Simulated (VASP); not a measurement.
Here is the system:

```yaml
crystal:
  lattice:
    - [0.00000, 1.91480, 1.91480]
    - [1.91480, 0.00000, 1.91480]
    - [1.91480, 1.91480, 0.00000]
  atoms:
    - { symbol: Rh, position: [0.00000, 0.00000, 0.00000] }
```

Method: optB88-vdW, VASP's PBE PAW potentials (set 64) (plane waves; VASP 6.6.1). Settings: 520 eV cut-off, Gaussian smearing of 0.050 eV, potentials Rh_pv.

Q: Estimate the band gap (along the path) with the smallest direct gap where there is one.

A: 
```json
{
  "band gap (along the path)": "none (metal, semimetal or under 0.01 eV)"
}
```

Total energies compare only between runs with the same potentials, cut-off and functional.

The compound is Rh in the fcc structure. It was relaxed first.
